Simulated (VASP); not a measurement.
Energy against volume of CdS (wurtzite). Method: vdW-DF-cx, VASP's PBE PAW potentials (set 64) (plane waves; VASP). Run with 520 eV cut-off, 6×6×4 Γ-centred mesh, Gaussian smearing of 0.050 eV, potentials Cd S.

Shape and ions are relaxed at each volume.

| V (Å³/atom) | E (eV/atom) |
|---|---|
| 24.403 | -0.76368 |
| 25.158 | -0.76821 |
| 25.912 | -0.76434 |
| 26.667 | -0.75338 |

Fit these four points and predict the energy of the run at 23.648 Å³/atom.

A cubic in V^(−2/3), the third-order Birch-Murnaghan form, passes through the four points with V0 = 25.17 Å³/atom and B0 = 59 GPa, and gives -0.7492 eV/atom there. The run gave -0.7493 eV/atom, -0.1 meV/atom from the fit; all five points give B0 = 59 GPa.

The compound is CdS in the wurtzite structure. It was relaxed first.
